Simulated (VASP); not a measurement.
VASP runs on Ni (fcc) share one base input (PBE GGA, plane waves, VASP's PBE PAW potentials (set 64)) and change the settings named in each case.

**INCAR**
```
! general
SYSTEM  = Ni
PREC    = Accurate
ENCUT   = 400
LREAL   = .False.
LASPH   = .True.

! electronic loop
EDIFF   = 1E-6
NELM    = 100
ALGO    = Normal
LMAXMIX = 4

! smearing
ISMEAR  = 1
SIGMA   = 0.1

! functional
GGA     = PE

! spin
ISPIN   = 2
MAGMOM  = 0.8

! ions
ISIF    = 2

! output
LWAVE   = .False.
LCHARG  = .False.
LORBIT  = 10
```

**POSCAR**
```
Ni
2.5387960
  0.0000000000   0.7071068333   0.7071068333
  0.7071068333   0.0000000000   0.7071068333
  0.7071068333   0.7071068333   0.0000000000
Ni
1
direct
  0.0000000000   0.0000000000   0.0000000000
```

**KPOINTS**
```
Automatic mesh
0
Gamma
16 16 16
0 0 0
```

POTCAR, in this order: Ni (PBE.64 set). Program: vasp_std.

```csv
change,E(σ→0) (eV/atom),pressure (GPa),moment (μB),−TS (eV),irreducible k-points
base run,-5.4472,-11.21,0.61,0.0005,145
"KGAMMA = .TRUE., KSPACING = 0.25, KPOINTS file removed",-5.4503,-10.98,0.63,0.0001,84
"KGAMMA = .TRUE., KSPACING = 0.6, KPOINTS file removed",-5.4674,-11.72,0.63,0.0002,16
"KGAMMA = .TRUE., KSPACING = 0.3, KPOINTS file removed",-5.4471,-11.36,0.59,0.0009,56
"KGAMMA = .FALSE., KSPACING = 0.2, KPOINTS file removed",-5.4478,-10.97,0.64,0.0002,408
"KGAMMA = .TRUE., KSPACING = 0.8, KPOINTS file removed",-5.5052,-14.87,0.59,-0.0026,8
```

Left out are runs that ran out of time, are held back, or changed the cell or the kind of run, fixed moments of cells without a moment, rows past the twelfth, gaps on odd meshes, pressures of charged cells and columns that move by less than the noise.

The compound is Ni in the fcc structure. The cell was not relaxed at this level. The spin order is the one that the start imposed; others were not tried in this run.
